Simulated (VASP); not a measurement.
Level of theory: PBE GGA, VASP's PBE PAW potentials (set 64) (plane waves; VASP).

The input files of a VASP run:

### INCAR
```
SYSTEM = PbS
PREC = Accurate; ENCUT = 520; LREAL = .FALSE.
LASPH = .TRUE.
EDIFF = 1E-6; NELM = 100; ALGO = Normal
LMAXMIX = 4
ISMEAR = 0; SIGMA = 0.05
GGA = PE
ISIF = 2
LWAVE = .FALSE.; LCHARG = .FALSE.
```

POSCAR:
```
PbS
5.940
  0.0000000000   0.5000000000   0.5000000000
  0.5000000000   0.0000000000   0.5000000000
  0.5000000000   0.5000000000   0.0000000000
Pb S
1 1
Cart
  0.0000000000   0.0000000000   0.0000000000
  0.5000000000   0.5000000000   0.5000000000
```

File KPOINTS:
```
Automatic mesh
0
Gamma
7 7 7
0 0 0
```

POTCAR, in this order: Pb_d S (PBE.64 set). Program: vasp_std.

The run wrote:

File OUTCAR:
```
 ion  position               nearest neighbor table
   1  0.000  0.000  0.000-   2 2.97   2 2.97   2 2.97   2 2.97   2 2.97   2 2.97
   2  0.500  0.500  0.500-   1 2.97   1 2.97   1 2.97   1 2.97   1 2.97   1 2.97
  LATTYP: Found a face centered cubic cell.
 ALAT       =     5.9400000000
 Subroutine PRICEL returns:
 Original cell was already a primitive cell.
 Subroutine GETGRP returns: Found 48 space group operations
The static configuration has the point symmetry O_h .
The dynamic configuration has the point symmetry O_h .
 Subroutine INISYM returns: Found 48 space group operations
 Subroutine IBZKPT returns following result:
 Found     20 irreducible k-points:

 Following reciprocal coordinates:
            Coordinates               Weight
  0.000000  0.000000  0.000000      1.000000
  0.142857  0.000000  0.000000      8.000000
  0.285714  0.000000  0.000000      8.000000
  0.428571  0.000000  0.000000      8.000000
  0.142857  0.142857  0.000000      6.000000
  0.285714  0.142857  0.000000     24.000000
  0.428571  0.142857  0.000000     24.000000
 -0.428571  0.142857  0.000000     24.000000
 -0.285714  0.142857  0.000000     24.000000
...
```

OSZICAR:
```
       N       E                     dE             d eps       ncg     rms          rms(c)
DAV:   1     0.156448975973E+03    0.15645E+03   -0.98170E+03   560   0.150E+03
DAV:   2     0.484024499731E+01   -0.15161E+03   -0.14818E+03   578   0.356E+02
DAV:   3    -0.888314224606E+01   -0.13723E+02   -0.13384E+02   752   0.109E+02
DAV:   4    -0.923190906852E+01   -0.34877E+00   -0.34854E+00   596   0.203E+01
DAV:   5    -0.924603563192E+01   -0.14127E-01   -0.14126E-01   830   0.409E+00    0.463E+00
DAV:   6    -0.875630328524E+01    0.48973E+00   -0.15033E+00   828   0.967E+00    0.327E+00
DAV:   7    -0.875726887827E+01   -0.96559E-03   -0.15188E-01   596   0.226E+00    0.187E+00
DAV:   8    -0.876088740309E+01   -0.36185E-02   -0.16207E-02   596   0.161E+00    0.260E-01
DAV:   9    -0.876048826266E+01    0.39914E-03   -0.33728E-03   854   0.597E-01    0.833E-02
DAV:  10    -0.876066584356E+01   -0.17758E-03   -0.35620E-04   596   0.126E-01    0.461E-02
DAV:  11    -0.876067461273E+01   -0.87692E-05   -0.63897E-05   708   0.969E-02    0.132E-02
DAV:  12    -0.876067557079E+01   -0.95806E-06   -0.42251E-06   704   0.238E-02
   1 F= -.87606756E+01 E0= -.87606756E+01  d E =-.963848E-16
```

**OUTCAR**
```
------------------------ aborting loop because EDIFF is reached ----------------------------------------
  FORCE on cell =-STRESS in cart. coord.  units (eV):
  Direction    XX          YY          ZZ          XY          YZ          ZX
  --------------------------------------------------------------------------------------
  Total        0.5990676      0.5990676      0.5990676      0.0000000      0.0000000      0.0000000
  in kB       18.3183792     18.3183792     18.3183792      0.0000000      0.0000000      0.0000000
  external PRESSURE =      18.3183792 kB  Pullay stress =       0.0000000 kB
  volume of cell :       52.40
      direct lattice vectors                 reciprocal lattice vectors
     0.000000000  2.970000000  2.970000000    -0.168350168  0.168350168  0.168350168
     2.970000000  0.000000000  2.970000000     0.168350168 -0.168350168  0.168350168
     2.970000000  2.970000000  0.000000000     0.168350168  0.168350168 -0.168350168
  FREE ENERGIE OF THE ION-ELECTRON SYSTEM (eV)
  ---------------------------------------------------
  free  energy   TOTEN  =        -8.7606755708 eV

  energy  without entropy=       -8.7606755708  energy(sigma->0) =       -8.76067557
```
(Selected blocks of OUTCAR.)

The compound is PbS in the rock salt structure. The cell was not relaxed at this level. The run is one of a series of settings (ENCUT = 520 against the base run), some of them coarse on purpose.
